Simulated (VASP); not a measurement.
```
CELL_PARAMETERS angstrom
      0.00000     2.54138     2.54138
      2.54138     0.00000     2.54138
      2.54138     2.54138     0.00000
ATOMIC_POSITIONS crystal
  Al 0.00000 0.00000 0.00000
  P  0.25000 0.25000 0.25000
```

These are PBEsol GGA, VASP's PBE PAW potentials (set 64) (plane waves; VASP 6.6.1) values and carry that method's errors. Run with 500 eV cut-off, 9×9×9 Γ-centred mesh, Gaussian smearing of 0.050 eV, potentials Al P.

Q: Predict the energy per atom (σ→0), pressure.

A: 
```yaml
energy per atom (σ→0): -5.182 eV/atom
pressure: 29.96 GPa
```

The compound is AlP in the zinc blende structure. It was relaxed first under an external pressure of 30 GPa.
